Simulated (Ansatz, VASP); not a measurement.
# FeSi2 (Linzhiite) in two plane-wave programs

One calculation is typed for both programs; each brings its own data sets. How far apart do they land? The cell is taken from a series of runs on this material, whose earlier steps may have relaxed, scaled, displaced or heated it; both programs get it as it stands.

Program: Ansatz 0.2.0. Level of theory: plane waves, with VASP 6.6.1 beside it; zone-centre phonons at LDA. Results are calculated unless marked as measured.

**1. The structure**

It takes space group P4/mmm (No. 123, tetragonal). The conventional cell has a = 2.638 Å, b = 2.638 Å, c = 5.043 Å, α = 90.00°, β = 90.00°, γ = 90.00°. Si has 1 Si at 2.30 Å and 4 Fe at 2.32 Å nearest. Fe has 8 Si at 2.32 Å nearest. Farther neighbours are not listed.

Coordinates:

```cif
data_structure
_symmetry_space_group_name_H-M 'P4/mmm'
_symmetry_Int_Tables_number 123
_cell_length_a 2.6385
_cell_length_b 2.6385
_cell_length_c 5.0426
_cell_angle_alpha 90.000
_cell_angle_beta 90.000
_cell_angle_gamma 90.000
_cell_volume 35.10
loop_
_atom_site_label
_atom_site_type_symbol
_atom_site_symmetry_multiplicity
_atom_site_Wyckoff_symbol
_atom_site_fract_x
_atom_site_fract_y
_atom_site_fract_z
_atom_site_occupancy
Si1 Si 2 h 0.50000 0.50000 0.27208 1
Fe1 Fe 1 a 0.00000 0.00000 0.00000 1
```

**2. VASP: zone-centre phonons, LDA**

Second derivatives magnify differences that forces hide, and they need a tight electronic threshold.

Lines of VASP's logs that name or quote its potential files are left out, and so is its time.

The input, INCAR:

```
SYSTEM = FeSi2
PREC = Accurate
ENCUT = 600
EDIFF = 1E-08
NELM = 120
ISMEAR = 1
SIGMA = 0.2
LREAL = .FALSE.
ALGO = Normal
GGA = CA
NBANDS = 14
LASPH = .TRUE.
LORBIT = 11
LWAVE = .FALSE.
LCHARG = .FALSE.
ISIF = 2
IBRION = 8
GGA_COMPAT = .FALSE.
KPAR = 2
```

The input, POSCAR:

```
FeSi2
1.0
    2.6384835217      0.0000000000      0.0000000000
    0.0000000000      2.6384835217      0.0000000000
    0.0000000000      0.0000000000      5.0426303831
Si Fe
2 1
Direct
    0.5000000000      0.5000000000      0.2720781370
    0.5000000000      0.5000000000      0.7279218630
    0.0000000000      0.0000000000      0.0000000000
```

The input, KPOINTS:

```
Automatic mesh
0
Gamma
16 16 8
0 0 0
```

PAW data sets: Si and Fe (LDA family, release 64).

Started as:

```
$ mpirun -np 2 vasp_std
```

Numbers of over 12 decimals in the logs are rounded to 6 here.

The program printed:

```text
[banner, memory and clock lines left out]
running    2 mpi-ranks, on    1 nodes
 distrk:  each k-point on    1 cores,    2 groups
 distr:  one band on    1 cores,    1 groups

 POSCAR found type information on POSCAR SiFe
 POSCAR found :  2 types and       3 ions
 LDA part: xc-table for (Slater(with rela. corr.)+CA(PZ))
 , standard interpolation
 POSCAR, INCAR and KPOINTS ok, starting setup
 FFT: planning ... GRIDC
 FFT: planning ... GRID_SOFT
 FFT: planning ... GRID
 WAVECAR not read
 entering main loop
       N       E                     dE             d eps       ncg     rms          rms(c)
DAV:   1     0.674824364394E+02    0.67482E+02   -0.78343E+03  6372   0.133E+03
DAV:   2    -0.200248769020E+02   -0.87507E+02   -0.77990E+02  6408   0.236E+02
DAV:   3    -0.243369389317E+02   -0.43121E+01   -0.41341E+01  8550   0.578E+01
DAV:   4    -0.244488690464E+02   -0.11193E+00   -0.11147E+00  7256   0.858E+00
DAV:   5    -0.244522642481E+02   -0.33952E-02   -0.33942E-02  8820   0.161E+00    0.177E+01
DAV:   6    -0.264308064978E+02   -0.19785E+01   -0.15670E+01  8238   0.100E+02    0.166E+01
DAV:   7    -0.230766384774E+02    0.33542E+01   -0.12750E+01  8640   0.904E+01    0.597E+00
DAV:   8    -0.228797295911E+02    0.19691E+00   -0.54559E-01  9062   0.110E+01    0.176E+00
DAV:   9    -0.228503835772E+02    0.29346E-01   -0.60325E-02  9232   0.536E+00    0.638E-01
DAV:  10    -0.228486876894E+02    0.16959E-02   -0.48731E-03  7700   0.559E-01    0.101E-01
DAV:  11    -0.228486550649E+02    0.32624E-04   -0.33134E-04  7818   0.173E-01    0.626E-02
DAV:  12    -0.228486490059E+02    0.60590E-05   -0.35378E-05  8332   0.681E-02    0.374E-02
DAV:  13    -0.228486476785E+02    0.13273E-05   -0.87650E-06  8788   0.432E-02    0.117E-02
DAV:  14    -0.228486469932E+02    0.68536E-06   -0.81423E-07  9220   0.161E-02    0.436E-03
DAV:  15    -0.228486470105E+02   -0.17342E-07   -0.22716E-07  7704   0.331E-03    0.202E-03
DAV:  16    -0.228486470044E+02    0.61314E-08   -0.62669E-09  4620   0.156E-03
   1 F= -.22848647E+02 E0= -.22849067E+02  d E =0.126048E-02
 Linear response reoptimize wavefunctions to high precision
DAV:   1    -0.228486470036E+02    0.81627E-09   -0.63517E-09  8364   0.732E-04
DAV:   2    -0.228486470036E+02   -0.27740E-10   -0.27652E-10  4068   0.127E-04
 Linear response DOF=           4
 Linear response progress:
  Degree of freedom:   1/  4
       N       E                     dE             d eps       ncg     rms          rms(c)
RMM:   1    -0.127981117004E-01   -0.12798E-01   -0.27389E-03 36200   0.936E-01
RMM:   2    -0.118313394182E-01    0.96677E-03   -0.40813E-04 21960   0.445E-01    0.721E-02
RMM:   3    -0.119203200583E-01   -0.88981E-04   -0.32660E-04 26925   0.144E-01    0.397E-02
RMM:   4    -0.120388525790E-01   -0.11853E-03   -0.40706E-05 24978   0.598E-02    0.587E-03
RMM:   5    -0.120414601865E-01   -0.26076E-05   -0.99122E-06 28562   0.206E-02    0.325E-03
RMM:   6    -0.120184042835E-01    0.23056E-04   -0.14656E-06 26981   0.946E-03    0.152E-03
RMM:   7    -0.120269717295E-01   -0.85674E-05   -0.21551E-07 24186   0.423E-03    0.505E-04
RMM:   8    -0.120272777163E-01   -0.30599E-06   -0.10958E-08 25932   0.181E-03    0.210E-04
RMM:   9    -0.120274860449E-01   -0.20833E-06   -0.12604E-08 27886   0.645E-04    0.707E-05
RMM:  10    -0.120271274635E-01    0.35858E-06   -0.19054E-09 27768   0.218E-04    0.223E-05
RMM:  11    -0.120271890145E-01   -0.61551E-07    0.22315E-10 29109   0.654E-05    0.780E-06
RMM:  12    -0.120271708378E-01    0.18177E-07   -0.30669E-10 28814   0.257E-05    0.444E-06
RMM:  13    -0.120271704640E-01    0.37375E-09   -0.48095E-11 29599   0.147E-05    0.765E-07
 first order change of Fermi-energy   0.27859E-04
 force on displaced ion       1 direction 1 :  -5.455   0.000  -0.002
 Linear response progress:
  Degree of freedom:   2/  4
       N       E                     dE             d eps       ncg     rms          rms(c)
RMM:   1    -0.349908633646E-01   -0.34991E-01    0.10374E-01 14274   0.185E+00
RMM:   2    -0.324839590042E-01    0.25069E-02   -0.18463E-03  8527   0.754E-01    0.202E-01
RMM:   3    -0.330178672839E-01   -0.53391E-03   -0.18901E-03  7772   0.590E-01    0.261E-01
RMM:   4    -0.325212624073E-01    0.49660E-03   -0.86217E-04  7303   0.435E-01    0.828E-02
RMM:   5    -0.326480333466E-01   -0.12677E-03   -0.24109E-04 10288   0.113E-01    0.255E-02
RMM:   6    -0.326658997395E-01   -0.17866E-04   -0.18064E-05  9727   0.364E-02    0.112E-02
RMM:   7    -0.326787900597E-01   -0.12890E-04   -0.28527E-06  9105   0.198E-02    0.169E-03
RMM:   8    -0.326786456524E-01    0.14441E-06   -0.10092E-06 10781   0.761E-03    0.745E-04
RMM:   9    -0.326778576954E-01    0.78796E-06   -0.80611E-08 10439   0.210E-03    0.410E-04
RMM:  10    -0.326778048565E-01    0.52839E-07   -0.33650E-09 10753   0.604E-04    0.800E-05
RMM:  11    -0.326777217692E-01    0.83087E-07   -0.13249E-09 10614   0.233E-04    0.330E-05
RMM:  12    -0.326776812807E-01    0.40489E-07   -0.90167E-10 10678   0.826E-05    0.114E-05
RMM:  13    -0.326776737685E-01    0.75122E-08   -0.50390E-10 10411   0.399E-05    0.430E-06
 first order change of Fermi-energy  -0.45903E-01
 force on displaced ion       1 direction 3 :  -0.000  -0.000 -21.526
 Linear response progress:
  Degree of freedom:   3/  4
       N       E                     dE             d eps       ncg     rms          rms(c)
RMM:   1    -0.165400144186E+00   -0.16540E+00   -0.82558E-02 18493   0.286E+00
RMM:   2    -0.165722027368E+00   -0.32188E-03   -0.30257E-03 15259   0.659E-01    0.210E-01
RMM:   3    -0.165569752901E+00    0.15227E-03   -0.48829E-04 17812   0.154E-01    0.126E-01
RMM:   4    -0.165997849941E+00   -0.42810E-03   -0.35658E-04 18397   0.133E-01    0.101E-02
RMM:   5    -0.165942892907E+00    0.54957E-04   -0.10218E-05 18376   0.273E-02    0.663E-03
RMM:   6    -0.165938666555E+00    0.42264E-05   -0.12748E-06 15435   0.149E-02    0.595E-03
RMM:   7    -0.165934955106E+00    0.37114E-05   -0.38482E-07 14611   0.991E-03    0.773E-04
RMM:   8    -0.165930191033E+00    0.47641E-05   -0.14412E-07 19142   0.251E-03    0.353E-04
RMM:   9    -0.165930101006E+00    0.90027E-07   -0.13256E-08 18259   0.801E-04    0.143E-04
RMM:  10    -0.165928972738E+00    0.11283E-05   -0.31998E-09 19293   0.299E-04    0.559E-05
RMM:  11    -0.165929074696E+00   -0.10196E-06   -0.23163E-09 19222   0.104E-04    0.154E-05
RMM:  12    -0.165929093732E+00   -0.19037E-07   -0.22745E-09 19662   0.467E-05    0.267E-06
RMM:  13    -0.165929092376E+00    0.13568E-08   -0.22785E-09 20754   0.316E-05    0.926E-07
 first order change of Fermi-energy   0.48395E-03
 force on displaced ion       3 direction 1 : -10.023   0.000   0.000
 Linear response progress:
  Degree of freedom:   4/  4
       N       E                     dE             d eps       ncg     rms          rms(c)
RMM:   1    -0.190417092644E+00   -0.19042E+00   -0.10447E-01 11137   0.261E+00
RMM:   2    -0.183538340968E+00    0.68788E-02   -0.28213E-03  7906   0.870E-01    0.240E-01
RMM:   3    -0.182612069929E+00    0.92627E-03   -0.20969E-03  9874   0.336E-01    0.125E-01
RMM:   4    -0.182741082831E+00   -0.12901E-03   -0.40486E-04 10198   0.112E-01    0.599E-02
RMM:   5    -0.183027602267E+00   -0.28652E-03   -0.12395E-04  9701   0.915E-02    0.108E-02
RMM:   6    -0.183038039093E+00   -0.10437E-04   -0.71506E-06  8470   0.311E-02    0.725E-03
RMM:   7    -0.183042136875E+00   -0.40978E-05   -0.26298E-06  9363   0.148E-02    0.311E-03
RMM:   8    -0.183029983246E+00    0.12154E-04   -0.71647E-07 10032   0.561E-03    0.677E-04
RMM:   9    -0.183031267601E+00   -0.12844E-05   -0.65888E-08 10123   0.202E-03    0.534E-04
RMM:  10    -0.183030525215E+00    0.74239E-06   -0.11707E-08 10690   0.541E-04    0.272E-04
RMM:  11    -0.183030629701E+00   -0.10449E-06   -0.58960E-09 10631   0.319E-04    0.374E-05
RMM:  12    -0.183030786385E+00   -0.15668E-06   -0.30611E-09 10753   0.124E-04    0.185E-05
RMM:  13    -0.183030769283E+00    0.17102E-07   -0.21119E-09 10798   0.558E-05    0.832E-06
RMM:  14    -0.183030788121E+00   -0.18837E-07   -0.23110E-09 11057   0.342E-05    0.914E-07
RMM:  15    -0.183030790260E+00   -0.21398E-08   -0.22863E-09 10070   0.283E-05    0.107E-06
 first order change of Fermi-energy   0.33581E-02
 force on displaced ion       3 direction 3 :   0.000   0.000 -15.117
 Linear response finished
```

From OUTCAR (step 2):

```text
ion  position               nearest neighbor table
   1  0.500  0.500  0.272-   2 2.30   3 2.32   3 2.32   3 2.32   3 2.32   2 2.74
   2  0.500  0.500  0.728-   1 2.30   3 2.32   3 2.32   3 2.32   3 2.32   1 2.74
   3  0.000  0.000  0.000-   1 2.32   2 2.32   1 2.32   2 2.32   1 2.32   2 2.32   1 2.32   2 2.32

  LATTYP: Found a simple tetragonal cell.
 ALAT       =     2.6384835217
 C/A-ratio  =     1.9111850961

 Subroutine GETGRP returns: Found 16 space group operations
 (whereof 16 operations were pure point group operations)

The static configuration has the point symmetry D_4h.

 Found    225 irreducible k-points:

   k-points           NKPTS =    225   k-points in BZ     NKDIM =    225   number of bands    NBANDS=     14

   dimension x,y,z NGX =    24 NGY =   24 NGZ =   40
   dimension x,y,z NGXF=    48 NGYF=   48 NGZF=   80

   ENCUT  =  600.0 eV  44.10 Ry    6.64 a.u.   5.27  5.27 10.07*2*pi/ulx,y,z

   NELECT =      16.0000    total number of electrons

 k-points in reciprocal lattice and weights: Automatic mesh
   0.00000000  0.00000000  0.00000000       0.000
   0.06250000  0.00000000  0.00000000       0.002
   0.12500000  0.00000000  0.00000000       0.002
   0.18750000  0.00000000  0.00000000       0.002
   0.25000000  0.00000000  0.00000000       0.002
   0.31250000  0.00000000  0.00000000       0.002
   0.37500000  0.00000000  0.00000000       0.002
   0.43750000  0.00000000  0.00000000       0.002
   0.50000000  0.00000000  0.00000000       0.001
[...]
0.50000000  0.43750000  0.50000000       0.002
   0.50000000  0.50000000  0.50000000       0.000

 average (electrostatic) potential at core
       1 -80.7953       2 -80.7953       3 -39.3637

  Total        1.0731114      1.0731114      1.0689838      0.0000000      0.0000000     -0.0000000
  in kB       48.9766980     48.9766980     48.7883115      0.0000000      0.0000000     -0.0000000
  external PRESSURE =      48.9139025 kB  Pullay stress =       0.0000000 kB

  energy-cutoff  :      600.00
  volume of cell :       35.10
      direct lattice vectors                 reciprocal lattice vectors
     2.638483522  0.000000000  0.000000000     0.379005589  0.000000000  0.000000000
     0.000000000  2.638483522  0.000000000     0.000000000  0.379005589  0.000000000
     0.000000000  0.000000000  5.042630383     0.000000000  0.000000000  0.198309201

 POSITION                                       TOTAL-FORCE (eV/Angst)
 -----------------------------------------------------------------------------------
      1.31924      1.31924      1.37199         0.000000      0.000000      0.037229
      1.31924      1.31924      3.67064         0.000000     -0.000000     -0.037229
      0.00000      0.00000      0.00000         0.000000      0.000000      0.000000
 -----------------------------------------------------------------------------------
    total drift:                               -0.000000      0.000000      0.000000

 Eigenvectors and eigenvalues of the dynamical matrix
 ----------------------------------------------------

   1 f  =   17.575413 THz   110.429577 2PiTHz  586.252673 cm-1    72.686035 meV
             X         Y         Z           dx          dy          dz
      1.319242  1.319242  1.371989    -0.000000   -0.000000    0.707107
      1.319242  1.319242  3.670641    -0.000000   -0.000000   -0.707107
      0.000000  0.000000  0.000000    -0.000000    0.000000    0.000000

   2 f  =   11.485093 THz    72.162965 2PiTHz  383.101453 cm-1    47.498505 meV
             X         Y         Z           dx          dy          dz
      1.319242  1.319242  1.371989    -0.000000   -0.000000   -0.499227
      1.319242  1.319242  3.670641     0.000000   -0.000000   -0.499227
      0.000000  0.000000  0.000000     0.000000    0.000000    0.708199

   3 f  =    9.348895 THz    58.740838 2PiTHz  311.845560 cm-1    38.663904 meV
             X         Y         Z           dx          dy          dz
      1.319242  1.319242  1.371989    -0.499057    0.005153   -0.000000
      1.319242  1.319242  3.670641    -0.499057    0.005153    0.000000
      0.000000  0.000000  0.000000     0.708363   -0.007314    0.000000

   4 f  =    9.348895 THz    58.740838 2PiTHz  311.845560 cm-1    38.663904 meV
             X         Y         Z           dx          dy          dz
      1.319242  1.319242  1.371989     0.005153    0.499057   -0.000000
      1.319242  1.319242  3.670641     0.005153    0.499057   -0.000000
      0.000000  0.000000  0.000000    -0.007314   -0.708363    0.000000

   5 f  =    7.169674 THz    45.048393 2PiTHz  239.154596 cm-1    29.651378 meV
             X         Y         Z           dx          dy          dz
      1.319242  1.319242  1.371989     0.700660   -0.095266   -0.000000
      1.319242  1.319242  3.670641    -0.700660    0.095266    0.000000
      0.000000  0.000000  0.000000     0.000000   -0.000000    0.000000

   6 f  =    7.169674 THz    45.048393 2PiTHz  239.154596 cm-1    29.651378 meV
             X         Y         Z           dx          dy          dz
      1.319242  1.319242  1.371989    -0.095266   -0.700660    0.000000
      1.319242  1.319242  3.670641     0.095266    0.700660   -0.000000
      0.000000  0.000000  0.000000    -0.000000   -0.000000    0.000000

   7 f/i=    0.001193 THz     0.007494 2PiTHz    0.039785 cm-1     0.004933 meV
             X         Y         Z           dx          dy          dz
      1.319242  1.319242  1.371989     0.000000    0.000000    0.500772
      1.319242  1.319242  3.670641     0.000000    0.000000    0.500772
      0.000000  0.000000  0.000000     0.000000    0.000000    0.706013

   8 f/i=    0.003638 THz     0.022861 2PiTHz    0.121366 cm-1     0.015048 meV
             X         Y         Z           dx          dy          dz
      1.319242  1.319242  1.371989     0.161661   -0.474111   -0.000000
      1.319242  1.319242  3.670641     0.161661   -0.474111   -0.000000
      0.000000  0.000000  0.000000     0.227787   -0.668043    0.000000

   9 f/i=    0.003638 THz     0.022861 2PiTHz    0.121366 cm-1     0.015048 meV
             X         Y         Z           dx          dy          dz
      1.319242  1.319242  1.371989    -0.474111   -0.161661    0.000000
      1.319242  1.319242  3.670641    -0.474111   -0.161661   -0.000000
      0.000000  0.000000  0.000000    -0.668043   -0.227787    0.000000

 ELASTIC MODULI CONTR FROM IONIC RELAXATION (kBar)
 Direction    XX          YY          ZZ          XY          YZ          ZX
 --------------------------------------------------------------------------------
 XX        -181.4419   -181.4419     45.9348      0.0000      0.0000     -0.0000
 YY        -181.4419   -181.4419     45.9348      0.0000      0.0000     -0.0000
 ZZ          45.9348     45.9348    -11.6291      0.0000     -0.0000      0.0000
 XY           0.0000      0.0000      0.0000      0.0000      0.0000      0.0000
 YZ           0.0000      0.0000     -0.0000      0.0000   -654.0126     -0.0000
 ZX          -0.0000     -0.0000      0.0000      0.0000     -0.0000   -509.2480
 --------------------------------------------------------------------------------
```

This run has no spin polarisation, so a moment on Fe, if there is one, isn't seen.

[end of part 1 of 2]

[Lines on the potential files, build, host, timing and source positions are cut from VASP's logs without a mark.]

[Logs are printed without paths, hosts, clocks, repeated set-up lines and the standing remarks that a program may print on its own settings, such as how far it seeks lower states.]

[Hosts, paths, dates, database ids (printed as entryN), source tags and the programs' standing remarks are cut or masked in the printed files.]
